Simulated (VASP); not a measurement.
```xyz
4
Lattice="1.9075 1.1013 8.7974 -1.9075 1.1013 8.7974 0.0000 -2.2026 8.7974" Properties=species:S:1:pos:R:3 pbc="T T T"
Ga     0.0000     0.0000    25.1538
Ga     0.0000     0.0000     1.2295
Se     0.0000     0.0000     6.3873
Se     0.0000     0.0000    11.1989
```

Level of theory: modified Becke-Johnson potential (mBJ), VASP's PBE PAW potentials (set 64) (plane waves; VASP). Settings: 400 eV cut-off, 6×6×6 Γ-centred mesh, Gaussian smearing of 0.050 eV, potentials Ga_d Se.

mBJ is a potential without an energy functional, so only the levels count. Without a dispersion term in the relaxation, distances and binding between the weakly bound layers, chains or molecules are unreliable, and so is what depends on them.

**Question.** Predict the band gap (over mesh and band path) with the smallest direct gap where there is one.

**Answer.** 
```json
{
  "band gap (over mesh and band path)": "2.27 eV",
  "smallest direct gap (over mesh and band path)": "2.27 eV"
}
```

Total energies compare only between runs with the same potentials, cut-off and functional.

The structure comes from a computed database's GaSe entry (R3m); how it stands against other phases isn't given here. It was relaxed first. The cell's shape comes from a PBE relaxation.
